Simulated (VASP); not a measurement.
Computed with PW91 GGA, VASP's PBE PAW potentials (set 64) (plane waves; VASP).

Input for VASP

KPOINTS:
```
Automatic mesh
0
Gamma
15 15 15
0 0 0
```

**POSCAR**
```
MoSi2
1
   -1.6126065613     1.6126065613     3.9445900883
    1.6126065613    -1.6126065613     3.9445900883
    1.6126065613     1.6126065613    -3.9445900883
Si Mo
2 1
Direct
  0.6646593349   0.6646593349   0.0000000000
  0.3353406651   0.3353406651   1.0000000000
  1.0000000000   1.0000000000   0.0000000000
```

**INCAR**
```
SYSTEM = MoSi2
PREC = Accurate
ENCUT = 520
EDIFF = 1E-7
NELM = 100
ALGO = Normal
LREAL = .FALSE.
LASPH = .TRUE.
ISMEAR = -5
GGA = 91
LMAXMIX = 4
LWAVE = .FALSE.
LCHARG = .TRUE.
LORBIT = 11
NEDOS = 601
ISIF = 2
LEFG = .TRUE.
```

POTCAR, in this order: Si Mo_sv (PBE.64 set). Program: vasp_std.

The resulting files:

OSZICAR:
```
       N       E                     dE             d eps       ncg     rms          rms(c)
DAV:   1     0.122560459664E+03    0.12256E+03   -0.11414E+04  8648   0.139E+03
DAV:   2    -0.208087240617E+02   -0.14337E+03   -0.14200E+03 10579   0.336E+02
DAV:   3    -0.239623030527E+02   -0.31536E+01   -0.31306E+01 11643   0.445E+01
DAV:   4    -0.239779513829E+02   -0.15648E-01   -0.15613E-01  9844   0.368E+00
DAV:   5    -0.239780945046E+02   -0.14312E-03   -0.14320E-03 11797   0.325E-01    0.206E+01
DAV:   6    -0.232248865492E+02    0.75321E+00   -0.80078E+00 10096   0.191E+01    0.432E+00
DAV:   7    -0.230897682980E+02    0.13512E+00   -0.12527E+00  9769   0.712E+00    0.428E+00
DAV:   8    -0.230565643846E+02    0.33204E-01   -0.12026E-01 10320   0.290E+00    0.453E-01
DAV:   9    -0.230559695231E+02    0.59486E-03   -0.23668E-03 10789   0.418E-01    0.245E-01
DAV:  10    -0.230559496516E+02    0.19872E-04   -0.77812E-04 10397   0.256E-01    0.538E-02
DAV:  11    -0.230559277771E+02    0.21875E-04   -0.27409E-04 10180   0.131E-01    0.427E-02
DAV:  12    -0.230559286123E+02   -0.83525E-06   -0.29304E-05  9855   0.399E-02    0.106E-02
DAV:  13    -0.230559287380E+02   -0.12565E-06   -0.14457E-06 11447   0.739E-03    0.122E-03
DAV:  14    -0.230559287224E+02    0.15536E-07   -0.54322E-08  5475   0.170E-03
   1 F= -.23055929E+02 E0= -.23055929E+02  d E =0.000000E+00
```

### OUTCAR
```
------------------------ aborting loop because EDIFF is reached ----------------------------------------
  FORCE on cell =-STRESS in cart. coord.  units (eV):
  Direction    XX          YY          ZZ          XY          YZ          ZX
  --------------------------------------------------------------------------------------
  Total        0.0336936      0.0336936     -0.0763924      0.0000000      0.0000000      0.0000000
  in kB        1.3156455      1.3156455     -2.9829230      0.0000000      0.0000000      0.0000000
  external PRESSURE =      -0.1172106 kB  Pullay stress =       0.0000000 kB
  volume of cell :       41.03
      direct lattice vectors                 reciprocal lattice vectors
    -1.612606561  1.612606561  3.944590088     0.000000000  0.310057029  0.126755883
     1.612606561 -1.612606561  3.944590088     0.310057029  0.000000000  0.126755883
     1.612606561  1.612606561 -3.944590088     0.310057029  0.310057029  0.000000000
 POSITION                                       TOTAL-FORCE (eV/Angst)
 -----------------------------------------------------------------------------------
      0.00000      0.00000      5.24362        -0.000000     -0.000000     -0.014396
      0.00000      0.00000      2.64556         0.000000      0.000000      0.014396
      0.00000      0.00000      0.00000         0.000000      0.000000      0.000000
 -----------------------------------------------------------------------------------
    total drift:                                0.000000      0.000000     -0.000000
  FREE ENERGIE OF THE ION-ELECTRON SYSTEM (eV)
  ---------------------------------------------------
  free  energy   TOTEN  =       -23.0559287224 eV

  energy  without entropy=      -23.0559287224  energy(sigma->0) =      -23.05592872

 total charge

# of ion       s       p       d       tot
------------------------------------------
    1        0.745   0.868   0.000   1.613
    2        0.745   0.868   0.000   1.613
    3        2.279   6.199   4.165  12.642
--------------------------------------------------
tot          3.768   7.935   4.165  15.868

 Electric field gradients after diagonalization (V/A^2)
 (convention: |V_zz| > |V_xx| > |V_yy|)
----------------------------------------------------------------------
 ion       V_xx      V_yy      V_zz     asymmetry (V_yy - V_xx)/ V_zz
----------------------------------------------------------------------
   1       5.632     5.632   -11.264       0.000
   2       5.632     5.632   -11.264       0.000
   3      29.392    29.391   -58.783       0.000
```
(Selected blocks of OUTCAR.)

OUTCAR:
```
 val. band max:       11.9557263067   @ k =  -0.3333  -0.4000   0.3333

 cond. band min:      11.9290204692   @ k =  -0.4667   0.4667   0.3333


 Fermi energy:        11.9252565018

 k-point     1 :       0.0000    0.0000    0.0000
  band No.  band energies     occupation
      1     -48.6086      2.00000
      2     -22.8714      2.00000
      3     -22.8061      2.00000
      4     -22.8061      2.00000
      5      -1.2933      2.00000
      6       5.6951      2.00000
      7       8.5164      2.00000
      8       8.9989      2.00000
      9       9.3731      2.00000
     10       9.3731      2.00000
     11      12.2781     -0.21253
     12      14.9598      0.00000
     13      15.2992      0.00000
     14      15.3768      0.00000
     15      15.3768      0.00000

 k-point     2 :       0.0667    0.0000    0.0000
  band No.  band energies     occupation
      1     -48.6079      2.00000
      2     -22.8706      2.00000
      3     -22.8165      2.00000
      4     -22.8051      2.00000
      5      -1.2140      2.00000
      6       5.6960      2.00000
      7       8.2389      2.00000
      8       9.0052      2.00000
      9       9.4262      2.00000
     10       9.5317      2.00000
     11      12.0319      0.76751
     12      14.6068      0.00000
     13      14.9644      0.00000
     14      15.4685      0.00000
     15      15.6347      0.00000

 k-point     3 :       0.1333    0.0000    0.0000
  band No.  band energies     occupation
      1     -48.6058      2.00000
      2     -22.8684      2.00000
      3     -22.8458      2.00000
      4     -22.8024      2.00000
      5      -0.9784      2.00000
      6       5.6744      2.00000
      7       7.7169      2.00000
      8       8.9877      2.00000
      9       9.5800      2.00000
     10       9.7509      2.00000
     11      11.5029      2.05528
     12      14.0121      0.00000
     13      14.3735      0.00000
     14      15.8747      0.00000
     15      16.0347      0.00000
...
```

For a metal the tetrahedron method with Blöchl corrections gives inexact stress and forces.

The compound is MoSi2 in the MoSi2 type structure. It was relaxed first.
